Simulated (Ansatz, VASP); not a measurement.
# Cross-check of GaP (GaP (F-43m)) between VASP and Ansatz, part 2 of 2

Wanted: the spread between two codes on one cell, functional and k mesh. The cell is taken from a series of runs on this material, whose earlier steps may have relaxed, scaled, displaced or heated it; both programs get it as it stands.

VASP 6.6.1 and Ansatz 0.2.0.

So far. Step 2 (VASP: single point, PBE0): The run ends at a pressure of -2.22 GPa.

**3. Ansatz: single point, PBE0**

Level of this step: Ansatz beside VASP: Kohn-Sham DFT, plane waves, PBE0 (Ansatz).

Ansatz runs on its default PAW (the set named soft_2) files.

The same cell, functional and mesh now go to Ansatz.

Input file input.yaml:

```yaml
crystal:
  lattice:
    - [5.5051282318, 0.0, 0.0]
    - [0.0, 0.0, -5.5051282318]
    - [0.0, 5.5051282318, 0.0]
  atoms:
    - { symbol: Ga, position: [0.0, 0.0, 0.0] }
    - { symbol: Ga, position: [0.0, 0.4999999998, 0.4999999998] }
    - { symbol: Ga, position: [0.4999999998, 0.0, 0.4999999998] }
    - { symbol: Ga, position: [0.4999999998, 0.4999999998, 0.0] }
    - { symbol: P, position: [0.2499999999, 0.2499999999, 0.2499999999] }
    - { symbol: P, position: [0.2499999999, 0.7499999998, 0.7499999998] }
    - { symbol: P, position: [0.7499999998, 0.2499999999, 0.7499999998] }
    - { symbol: P, position: [0.7499999998, 0.7499999998, 0.2499999999] }
basis:
  ecutwfc: 420.0
  ecutrho_ratio: 4
  xc_grid: 2
  precision: f64
hamiltonian:
  xc: pbe0
  pseudopotentials: { kind: paw }
scf:
  max_iter: 120
  occupations: { method: fixed }
kpoints:
  mp_grid: { grid: [2, 2, 2] }
  band_path: { path: [VBM, CBM], npoints: 1 }
checkpoint:
  write: "../edges.run"
  compress: false
  write_wavefunctions: true
  write_every: 100000
```

Run with:

```sh
$ ansatz run input.yaml --threads 32 --pin off --max-ram 84787MiB --backend cuda --events-out ev --progress --plain --runs-dir out --max-vram 78GiB
```

Numbers of over 12 decimals in the logs are rounded to 6 here.

Log:

```text
Engine: ansatz 0.2.0, aarch64-unknown-linux-gnu
Pseudopotentials: kind: paw
Pseudopotential: Ga, paw, valence charge 13, recommended cutoff 420 eV (normal), Ga.paw.azcp
Pseudopotential: P, paw, valence charge 5, recommended cutoff 420 eV (normal), P.paw.azcp
Functional definition: PBE0
  parameter a = 0.25
  parameter kappa = 0.804
  parameter beta = 0.066725
  exchange = (1 - a)*pbe_x(kappa = kappa, mu = beta*pi^2/3) + a*exact_x
  correlation = pbe_c(beta = beta)
davidson cushion auto → on  (no smearing: the cushion is to keep the highest requested band from converging to the state above it; pin scf.eigensolver.cushion to override)
device memory: the entry about to start is reckoned to put 3.1 GiB on a device that reports 183.5 GiB free (of which the cap on the GPU budget leaves the run 78.0 GiB)
GPU FFT provider: cuFFT
GPU libraries: cuBLAS 13.8.1, cuFFT 12.4.0, cuSOLVER 12.3.2
Crystal: 8 atoms, lattice volume = 166.841 Å³
Basis set: ecut = 420 eV, 3239 PW (Γ), exchange–correlation on 80×80×80 points (8 copies of the dense FFT grid, shifted against one another)
Bands: 44, of which v1, the nominal top of the filled ones, is band 36 counted from 1 (35 counted from 0)
Symmetry: 96 space group operations
Space group: F-43m (ITA 216), of the structure as read, at distance tolerance 5.5e-5 Å
k-points: 4 of 8
Non-local potential: Ga, projectors of the file, l = 0: 2, l = 1: 2, l = 2: 3, l = 3: 1
Non-local potential: P, projectors of the file, l = 0: 2, l = 1: 2, l = 2: 2
PAW form: soft (Blöchl's): semilocal exchange-correlation on the pseudo side does not see the compensation charge
PAW frozen core: Ga, regenerated for the run's functional, and the local potential with it (the file was generated under x = pbe(κ = 0.804, μ = 0.219515), c = pbe(β = 0.066725))
PAW frozen core: P, regenerated for the run's functional, and the local potential with it (the file was generated under x = pbe(κ = 0.804, μ = 0.219515), c = pbe(β = 0.066725))
PAW one-centre angular grid: Ga, 590 points (default); XC on 64 Gauss nodes
PAW one-centre angular grid: P, 110 points (default); XC on 64 Gauss nodes
Initial density: superposition of atomic densities (neutral atoms: chi_scale 0, normalization atom), corrected by the library's trained network
Initial wavefunctions: pseudopotential atomic-orbital guess
GPU buffer pool allocated for 64000 grid points (all kernels)
GPU transforms: local potential and band sums: pruned to the plane-wave sphere, on 40×40×40
Functional: x = pbe(κ = 0.804, μ = 0.219515), c = pbe(β = 0.066725), warm-up for x = 0.75 pbe(κ = 0.804, μ = 0.219515) + 0.25 exact, c = pbe(β = 0.066725)
SCF iter   1: F=—  HF=-18157.618505 eV  |Δ(HF+E_count)|=         —  Δρ=1.34e-3  dr2=1.91e-3  Hψ=779
preconditioner: auto → none  [insulator: Δε(μ)=1.570 eV  Ē_g=13.973 eV  n_scr=32 (ndim 8)  ℏωp=24.4 eV  f_vac=0.015]
SCF iter   2: F=-18157.621172 eV  HF=-18157.621004 eV  |Δ(HF+E_count)|=   2.50e-3  Δρ=5.58e-4  dr2=2.04e-4  Hψ=722
SCF 1 stopped early in 2 iterations: F = -18157.621172 eV  dr2 = 2.04e-4
  greatest PAW one-centre occupation: 0.994 electrons in one spin orbital (limit 2), on the Ga atom at site 3 (counted from 0), in its partial waves of l = 2
device memory: the entry about to start is reckoned to put 3.8 GiB (of the 3.9 GiB reckoned in all, the device holds 0.1 GiB already) on a device that reports 183.4 GiB free (of which the cap on the GPU budget leaves the run 78.0 GiB)
GPU FFT provider: cuFFT
GPU libraries: cuBLAS 13.8.1, cuFFT 12.4.0, cuSOLVER 12.3.2
Initial density: handed on by an earlier stage of this run
Initial wavefunctions: those handed on with the density
GPU buffer pool allocated for 64000 grid points (all kernels)
GPU transforms: local potential and band sums: pruned to the plane-wave sphere, on 40×40×40
Functional: x = 0.75 pbe(κ = 0.804, μ = 0.219515) + 0.25 exact, c = pbe(β = 0.066725)
Exchange kernel: α = 0.2500, full range, Wigner–Seitz truncation, v(0) = 4154.6816 eV·Å³, q-mesh 2×2×2, nearest image of the exchange supercell L = 11.01 Å, pair-density grid 24×24×24, without the augmentation charges, whose exchange is taken in its separable form by FFT convolution over the k-point mesh (sized by the pseudopotential files, 40×40×40 at the most), smooth part of the exact exchange by density-matrix co
Frozen-core exchange: fock
SCF iter   1: F=—  HF=-18162.786201 eV  |Δ(HF+E_count)|=         —  Δρ=1.23e-2  dr2=1.00e-1  Hψ=929
preconditioner: auto → none  [insulator: Δε(μ)=3.019 eV  Ē_g=17.448 eV  n_scr=32 (ndim 8)  ℏωp=24.4 eV  f_vac=0.015]
SCF iter   2: F=—  HF=-18162.740168 eV  |Δ(HF+E_count)|=   4.60e-2  Δρ=2.77e-3  dr2=1.14e-2  Hψ=734
SCF iter   3: F=—  HF=-18162.777460 eV  |Δ(HF+E_count)|=   3.73e-2  Δρ=3.35e-3  dr2=7.00e-3  Hψ=714
SCF iter   4: F=—  HF=-18162.776555 eV  |Δ(HF+E_count)|=   9.05e-4  Δρ=1.13e-3  dr2=8.11e-4  Hψ=472
SCF iter   5: F=—  HF=-18162.777826 eV  |Δ(HF+E_count)|=   1.27e-3  Δρ=3.58e-4  dr2=1.02e-4  Hψ=458
iter 6 solved again at ethr=1.10e-9 eV; its pass at ethr=1.24e-7 eV (dr2=7.92e-7 eV) is discarded
SCF iter   6: F=-18162.777785 eV  HF=-18162.777786 eV  |Δ(HF+E_count)|=   4.05e-5  Δρ=2.28e-5  dr2=1.40e-5  Hψ=995
SCF 2 stopped early in 6 iterations: F = -18162.777785 eV  dr2 = 1.40e-5
  greatest PAW one-centre occupation: 0.995 electrons in one spin orbital (limit 2), on the Ga atom at site 3 (counted from 0), in its partial waves of l = 2
hybrid outer 1: dexx = +4.629e-2 eV, tail = 1.13e-4 eV
GPU FFT provider: cuFFT
GPU libraries: cuBLAS 13.8.1, cuFFT 12.4.0, cuSOLVER 12.3.2
GPU buffer pool allocated for 64000 grid points (all kernels)
GPU transforms: local potential and band sums: pruned to the plane-wave sphere, on 40×40×40
Exchange kernel: α = 0.2500, full range, Wigner–Seitz truncation, v(0) = 4154.6816 eV·Å³, q-mesh 2×2×2, nearest image of the exchange supercell L = 11.01 Å, pair-density grid 24×24×24, without the augmentation charges, whose exchange is taken in its separable form by FFT convolution over the k-point mesh (sized by the pseudopotential files, 40×40×40 at the most), smooth part of the exact exchange by density-matrix co
Frozen-core exchange: fock
SCF iter   1: F=—  HF=-18162.777167 eV  |Δ(HF+E_count)|=         —  Δρ=4.61e-5  dr2=5.41e-6  Hψ=420
preconditioner: auto → none  [insulator: Δε(μ)=3.045 eV  Ē_g=17.281 eV  n_scr=32 (ndim 8)  ℏωp=24.4 eV  f_vac=0.015]
SCF iter   2: F=—  HF=-18162.777167 eV  |Δ(HF+E_count)|=   2.64e-7  Δρ=2.34e-5  dr2=1.25e-6  Hψ=588
SCF iter   3: F=—  HF=-18162.777172 eV  |Δ(HF+E_count)|=   4.53e-6  Δρ=1.33e-5  dr2=3.01e-7  Hψ=553
iter 4 solved again at ethr=4.01e-12 eV; its pass at ethr=3.67e-10 eV (dr2=2.89e-9 eV) is discarded
SCF iter   4: F=-18162.777172 eV  HF=-18162.777172 eV  |Δ(HF+E_count)|=   8.44e-8  Δρ=1.83e-6  dr2=3.37e-8  Hψ=1033
SCF 3 converged in 4 iterations: F = -18162.777172 eV  dr2 = 3.37e-8
hybrid outer 2: dexx = +5.571e-6 eV, tail = 1.57e-7 eV, Δε = 2.78e-3 eV (about 1.16e-4 eV left of the loop's levels)
device memory: the entry about to start is reckoned to put 1.2 GiB on a device that reports 183.5 GiB free (of which the cap on the GPU budget leaves the run 78.0 GiB)
NSCF: frozen V_eff on 20 k-points, pencils in batches of 32, up to order 196
device memory: the entry about to start is reckoned to put 1.2 GiB on a device that reports 183.5 GiB free (of which the cap on the GPU budget leaves the run 78.0 GiB)
NSCF: frozen V_eff on 20 k-points, pencils in batches of 32, up to order 196
device memory: the entry about to start is reckoned to put 1.2 GiB on a device that reports 183.5 GiB free (of which the cap on the GPU budget leaves the run 78.0 GiB)
NSCF: frozen V_eff on 20 k-points, pencils in batches of 32, up to order 196
device memory: the entry about to start is reckoned to put 1.0 GiB on a device that reports 183.5 GiB free (of which the cap on the GPU budget leaves the run 78.0 GiB)
NSCF: frozen V_eff on 13 k-points
device memory: the entry about to start is reckoned to put 1.0 GiB on a device that reports 183.5 GiB free (of which the cap on the GPU budget leaves the run 78.0 GiB)
NSCF: frozen V_eff on 14 k-points
device memory: the entry about to start is reckoned to put 0.9 GiB on a device that reports 183.5 GiB free (of which the cap on the GPU budget leaves the run 78.0 GiB)
NSCF: frozen V_eff on 5 k-points
device memory: the entry about to start is reckoned to put 1.0 GiB on a device that reports 183.5 GiB free (of which the cap on the GPU budget leaves the run 78.0 GiB)
NSCF: frozen V_eff on 11 k-points
device memory: the entry about to start is reckoned to put 1.0 GiB on a device that reports 183.5 GiB free (of which the cap on the GPU budget leaves the run 78.0 GiB)
NSCF: frozen V_eff on 11 k-points
device memory: the entry about to start is reckoned to put 0.9 GiB on a device that reports 183.5 GiB free (of which the cap on the GPU budget leaves the run 78.0 GiB)
NSCF: frozen V_eff on 8 k-points
device memory: the entry about to start is reckoned to put 0.9 GiB on a device that reports 183.5 GiB free (of which the cap on the GPU budget leaves the run 78.0 GiB)
NSCF: frozen V_eff on 8 k-points
device memory: the entry about to start is reckoned to put 0.9 GiB on a device that reports 183.5 GiB free (of which the cap on the GPU budget leaves the run 78.0 GiB)
NSCF: frozen V_eff on 2 k-points
device memory: the entry about to start is reckoned to put 0.9 GiB on a device that reports 183.5 GiB free (of which the cap on the GPU budget leaves the run 78.0 GiB)
NSCF: frozen V_eff on 2 k-points
hybrid SCF converged: 2 outer / 10 inner (+2 warm-up), last move |dexx| = 5.57e-6 eV, tail = 1.57e-7 eV
Stability not checked: this state was not tested for a lower state beside it, because the functional holds exact exchange (a hybrid, or Hartree-Fock), whose exchange loop this test does not read (fock_operator; see scf.lower_state_search)
Free energy (F): -18162.777172 eV
Frozen-core exchange: fock
Harris-Foulkes:  -18162.777172 eV  (|F-HF|=6.33e-10)
Internal energy: -18162.777172 eV  (E = F + TS)
E sigma→0 (E₀):  -18162.777172 eV
Fermi energy:    5.941773 eV
--- Per-component energies (eV) ---
  E_band       = -432.984047
  E_kinetic    = 739.432573
  E_local      = -8898.177139  (includes V_loc(G=0)·N_el)
  E_nonlocal   = 1842.263174
  E_hartree    = 4121.886354
  E_xc         = -401.275171
  E_vxc        = -365.788249  (∫ρ·V_xc dr)
  E_exx        = -254.633505  (= α·E_x^exact, valence–valence)
  E_paw        = -10113.755855  (= ΣΔE_a)
  E_vpaw       = -1485.224744  (= ΣTr[D̂ρ^β])
  E_aug_tail   = -0.000354  (compensation charges beyond the density's cutoff)
  E_ewald      = -5198.477467
  E_core_change = -0.039782  (= ΣΔE_core)
  E_smearing   = -0.000000  (= −TS)
  E_closure    = -0.000000  (closes the sum)
  Σ components = -18162.777172   (vs F -18162.777172, Δ=-3.64e-12)
--- Band table (eV) ---
  k-point 0: bands = ["-11.2968", "-11.2968", "-11.2968", "-11.2153", "-11.2153", "-11.2153", "-11.1619", "-11.1619", "-11.1619", "-11.1619", "-11.1619", "-11.1619", "-11.1495", "-11.1495", "-11.1495"
  k-point 1: bands = ["-11.2791", "-11.2791", "-11.2591", "-11.2591", "-11.1891", "-11.1891", "-11.1891", "-11.1891", "-11.1837", "-11.1837", "-11.1645", "-11.1645", "-11.1354", "-11.1354", "-11.1346"
  k-point 2: bands = ["-11.2616", "-11.2616", "-11.2616", "-11.2616", "-11.1903", "-11.1903", "-11.1903", "-11.1903", "-11.1879", "-11.1879", "-11.1879", "-11.1879", "-11.1237", "-11.1237", "-11.1237"
  k-point 3: bands = ["-11.2638", "-11.2638", "-11.2638", "-11.2638", "-11.1938", "-11.1938", "-11.1938", "-11.1938", "-11.1938", "-11.1938", "-11.1938", "-11.1938", "-11.1177", "-11.1177", "-11.1177"
  guard bands above this table: 4 of the run's 44 bands. The solve was not asked for them (output.publish_guard_bands: true or output.eigenvalues: true publishes all)
```

**4. Comparison**

Known differences besides the potentials themselves: exact exchange at q = 0 is treated differently, which shows on coarse meshes; VASP keeps PBE cores, Ansatz makes them for the functional; fixed occupations in Ansatz, narrow Gaussian smearing in VASP; the cutoff is 420 eV in Ansatz and 400 eV in VASP; VASP takes a coarser grid for exact exchange (PRECFOCK = Fast). Total energies have different zeros and are not compared.

Compared:

| quantity | Ansatz | VASP | difference |
| --- | --- | --- | --- |
| gap on the k mesh (eV) | 3.045 | 3.123 | -0.077 |

A gap on the mesh is an upper bound, since the band edges may lie between its points.

**5. Results**

```json
{
 "difference in gap on the k mesh (single point, PBE0)": "-0.077 eV"
}
```

**Reading.** The difference in gap on the k mesh is -0.077 eV (single point, PBE0), at about the 0.08 eV picked in this series as the mark of a large difference. How closely two codes agree says nothing of how well the functional describes the real material.

[Lines on the potential files, build, host, timing and source positions are cut from VASP's logs without a mark.]

[Logs are printed without paths, hosts, clocks, repeated set-up lines and the standing remarks that a program may print on its own settings, such as how far it seeks lower states.]

[Hosts, paths, dates, database ids (printed as entryN), source tags and the programs' standing remarks are cut or masked in the printed files.]
